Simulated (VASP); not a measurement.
Level of theory: PBE GGA, VASP's PBE PAW potentials (set 64) (plane waves; VASP).

Input for VASP

**INCAR**
```
SYSTEM = ZnO
PREC = Accurate
ENCUT = 520
EDIFF = 1E-6
NELM = 100
ALGO = Normal
LREAL = .FALSE.
LASPH = .TRUE.
ISMEAR = 0
SIGMA = 0.05
GGA = PE
LMAXMIX = 4
LWAVE = .FALSE.
LCHARG = .FALSE.
ISIF = 2
```

KPOINTS:
```
Automatic mesh
0
Gamma
8 8 5
0 0 0
```

File POSCAR:
```
ZnO
1
    1.6250000000    -2.8145830000     0.0000000000
    1.6250000000     2.8145830000     0.0000000000
    0.0000000000     0.0000000000     5.2100000000
Zn O
2 2
Direct
  0.6666670000   0.3333330000   0.5000000000
  0.3333330000   0.6666670000   0.0000000000
  0.6666670000   0.3333330000   0.8820000000
  0.3333330000   0.6666670000   0.3820000000
```

POTCAR, in this order: Zn O (PBE.64 set). Program: vasp_std.

Q: What will the output report for the number of irreducible k-points (NKPTS), number of bands (NBANDS), largest plane-wave count, number of space-group operations, FFT grid (NGX, NGY, NGZ)?

A: 
```json
{
 "number of irreducible k-points (NKPTS)": "30",
 "number of bands (NBANDS)": "22",
 "largest_plane_wave_count": "1301",
 "number_of_space_group_operations": "12",
 "FFT grid (NGX, NGY, NGZ)": "24 × 24 × 40"
}
```

The compound is ZnO in the wurtzite structure. The cell was not relaxed at this level.
